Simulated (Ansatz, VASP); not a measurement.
# Cross-check of Sc between VASP and Ansatz, part 2 of 2

Aim: how closely do two programs agree when they are given the same cell, functional and k mesh? The cell is taken from a series of runs on this material, whose earlier steps may have relaxed, scaled, displaced or heated it; both programs get it as it stands.

VASP 6.6.1 and Ansatz 0.2.0.

So far: The starting structure; Ansatz: zone-centre phonons, PBEsol, pair 1; VASP: zone-centre phonons, PBEsol, pair 1; Side by side.

**5. Ansatz: zone-centre phonons, PBEsol, pair 2**

Level of this step: Ansatz beside VASP: Kohn-Sham DFT, plane waves, PBEsol (Ansatz).

Second derivatives magnify differences that forces hide, and they need a tight electronic threshold. The cell compared in this pair holds 48.66 Å³, against 48.37 Å³ for the pair before.

The cell is taken from a series of runs on this material, whose earlier steps may have relaxed, scaled, displaced or heated it; both programs get it as it stands.

input.yaml

```yaml
crystal:
  lattice:
    - [3.3432335776, 0.0, 0.0]
    - [-1.6716167888, 2.895325209, 0.0]
    - [0.0, 0.0, 5.0269878991]
  atoms:
    - { symbol: Sc, position: [0.3333333333, 0.6666666667, 0.25] }
    - { symbol: Sc, position: [0.6666666667, 0.3333333333, 0.75] }
kpoints:
  mp_grid: { grid: [15, 15, 8] }
hamiltonian:
  xc: pbesol
  pseudopotentials: { kind: paw, azcp: { folder: soft_1 }, xc_functional: pbe }
scf:
  occupations: { method: methfessel_paxton, width: 0.2 }
output:
  eigenvalues: true
phonons:
  method: dfpt
```

Launch:

```console
ansatz run input.yaml --threads 4 --pin off --max-ram 10240MiB --backend cpu --events-out ev --progress --plain --runs-dir out
```

Numbers of over 12 decimals in the logs are rounded to 6 here.

The program printed:

```text
[...]
Crystal: 2 atoms, lattice volume = 48.660 Å³
Basis set: ecut = 420 eV, 953 PW (Γ), exchange–correlation on 48×48×72 points (8 copies of the dense FFT grid, shifted against one another)
Bands: 15, of which v1, the nominal top of the filled ones, is band 11 counted from 1 (10 counted from 0)
Symmetry: 24 space group operations
k-points: 320 of 1800 (irreducible under 4 space group operations, time reversal used)
[...]
k-point 1: bands = [... 7 lower, -18.4849, 4.1274, 7.4285, 9.9879, 10.6428, 10.6428, 11.1420, 11.1528]
  k-point 2: bands = [... 7 lower, -18.5272, 4.4577, 7.0193, 9.8990, 10.5385, 10.5385, 10.9243, 10.9576]
  k-point 319: bands = [... 7 lower, -18.5536, 7.7750, 7.7750, 9.3029, 9.3029, 9.9351, 9.9351, 11.4045]
[...]
ASR residual: 2.282e-5 → 0.000e0 eV/Å²; symmetrization residual: 3.799e-13 eV/Å²
  ASR residual per site (eV/Å²): 2.28e-5 2.28e-5
  Γ frequencies (cm⁻¹): 0.00 0.00 0.00 139.25 139.25 240.54
[...]
[key lines of the parts left out:]
SCF converged after 8 iterations
Free energy (F): -4222.728405 eV
Fermi energy:    9.150795 eV
```

**6. VASP: zone-centre phonons, PBEsol, pair 2**

The same cell, functional, mesh and smearing now go to VASP, with its own data sets.

INCAR

```
SYSTEM = Sc
PREC = Accurate
ENCUT = 500
EDIFF = 1E-08
NELM = 120
ISMEAR = 1
SIGMA = 0.2
LREAL = .FALSE.
ALGO = Normal
GGA = PS
NBANDS = 17
LASPH = .TRUE.
LORBIT = 11
LWAVE = .FALSE.
LCHARG = .FALSE.
ISIF = 2
IBRION = 8
GGA_COMPAT = .FALSE.
KPAR = 2
```

POSCAR

```
Sc
1.0
    3.3432335776      0.0000000000      0.0000000000
   -1.6716167888      2.8953252090      0.0000000000
    0.0000000000      0.0000000000      5.0269878991
Sc
2
Direct
    0.3333333333      0.6666666667      0.2500000000
    0.6666666667      0.3333333333      0.7500000000
```

KPOINTS

```
Automatic mesh
0
Gamma
15 15 8
0 0 0
```

The projector-augmented-wave data sets are Sc_sv (PBE family, release 64).

Launch:

```console
mpirun -np 2 vasp_std
```

The program printed:

```text
[banner, memory and clock lines left out]
running    2 mpi-ranks, on    1 nodes
[...]
[... a notice as in an earlier step ...]

 LDA part: xc-table for (Slater+PW92), standard interpolation
 POSCAR, INCAR and KPOINTS ok, starting setup
[...]
entering main loop
       N       E                     dE             d eps       ncg     rms          rms(c)
DAV:   1     0.353841189416E+03    0.35384E+03   -0.10848E+04  4598   0.133E+03
DAV:   2     0.518074925587E+01   -0.34866E+03   -0.34239E+03  5758   0.572E+02
DAV:   3    -0.144262067809E+02   -0.19607E+02   -0.18843E+02  7582   0.161E+02
DAV:   4    -0.147269001321E+02   -0.30069E+00   -0.29945E+00  6744   0.192E+01
[...]
DAV:  12    -0.131972957567E+02   -0.12440E-05   -0.44712E-07  8241   0.731E-03    0.967E-04
DAV:  13    -0.131972954884E+02    0.26832E-06   -0.24698E-08  4936   0.160E-03    0.797E-05
DAV:  14    -0.131972954918E+02   -0.34020E-08   -0.16319E-09  3968   0.951E-04
   1 F= -.13197295E+02 E0= -.13195832E+02  d E =-.438918E-02
[...]
RMM:  19    -0.741992193223E+00    0.24414E-07   -0.48218E-07 44760   0.556E-03    0.525E-06
RMM:  20    -0.741992202195E+00   -0.89727E-08   -0.45004E-07 45684   0.556E-03    0.494E-06
RMM:  21    -0.741992206316E+00   -0.41208E-08   -0.42212E-07 46043   0.557E-03    0.460E-06
 first order change of Fermi-energy   0.12214E-04
 force on displaced ion       1 direction 1 :  -1.626  -0.001   0.000
 Linear response progress:
  Degree of freedom:   2/  2
       N       E                     dE             d eps       ncg     rms          rms(c)
RMM:   1    -0.804848435316E+00   -0.80485E+00   -0.66386E+01  6620   0.218E+02
RMM:   2    -0.802891764827E+00    0.19567E-02   -0.14703E-01  9641   0.452E+00    0.134E-01
RMM:   3    -0.803146387807E+00   -0.25462E-03   -0.11767E-02 11222   0.100E+00    0.486E-02
RMM:   4    -0.802095730978E+00    0.10507E-02   -0.14924E-03 12125   0.293E-01    0.155E-02
[...]
RMM:  25    -0.801930396930E+00    0.50027E-09   -0.27381E-07 15843   0.583E-03    0.540E-07
RMM:  26    -0.801930397134E+00   -0.20394E-09   -0.26609E-07 16254   0.582E-03    0.514E-07
RMM:  27    -0.801930396398E+00    0.73604E-09   -0.26435E-07 16062   0.583E-03    0.540E-07
 first order change of Fermi-energy   0.13649E-03
 force on displaced ion       1 direction 3 :   0.000  -0.000  -4.809
 Linear response finished
```

From OUTCAR (step 6):

```text
  Total       -0.7428199     -0.7428199     -0.0020274     -0.0000000      0.0000000     -0.0000000
  in kB      -24.4580709    -24.4580709     -0.0667538     -0.0000000      0.0000000     -0.0000000
  external PRESSURE =     -16.3276319 kB  Pullay stress =       0.0000000 kB

 POSITION                                       TOTAL-FORCE (eV/Angst)
 -----------------------------------------------------------------------------------
     -0.00000      1.93022      1.25675        -0.000000     -0.000000      0.000000
      1.67162      0.96511      3.77024         0.000000      0.000000      0.000000
 -----------------------------------------------------------------------------------
    total drift:                               -0.000000      0.000000     -0.000000

[... 1 part as in an earlier step ...]

[... 1 further part left out ...]
```

**7. Comparison**

The two programs side by side:

```tsv
quantity	Ansatz	VASP	difference
optical mode 1 to 2 (cm⁻¹)	139.2	140.2	-0.70 %
optical mode 3 (cm⁻¹)	240.5	241.2	-0.27 %
```

Modes are paired by rising frequency, not by their patterns, so a pair may set unlike modes beside each other; they are those without the splitting of longitudinal modes.

**8. Summary of results**

| Property | Result |
| --- | --- |
| r.m.s. difference of the optical zone-centre modes, each program's sorted by frequency (zone-centre phonons, PBEsol, pair 1) | 0.70 cm⁻¹ |
| difference in optical mode 1 to 2 (zone-centre phonons, PBEsol, pair 1) | -0.6 % |
| r.m.s. difference of the optical zone-centre modes, each program's sorted by frequency (zone-centre phonons, PBEsol, pair 2) | 0.89 cm⁻¹ |
| difference in optical mode 1 to 2 (zone-centre phonons, PBEsol, pair 2) | -0.7 % |

In words: The r.m.s. difference of the optical zone-centre modes, each program's sorted by frequency is 0.70 cm⁻¹ (zone-centre phonons, PBEsol, pair 1). Among the rows given in per cent, the largest difference of the zone-centre phonons, PBEsol, pair 1 pair is in optical mode 1 to 2, -0.6 %. Among the rows given in per cent, the largest difference of the zone-centre phonons, PBEsol, pair 2 pair is in optical mode 1 to 2, -0.7 %. How closely two codes agree says nothing of how well the functional describes the real material.

[Lines on the potential files, build, host, timing and source positions are cut from VASP's logs without a mark.]

[Logs are printed without paths, hosts, clocks, repeated set-up lines and the standing remarks that a program may print on its own settings, such as how far it seeks lower states.]

[Hosts, paths, dates, database ids (printed as entryN), source tags and the programs' standing remarks are cut or masked in the printed files.]
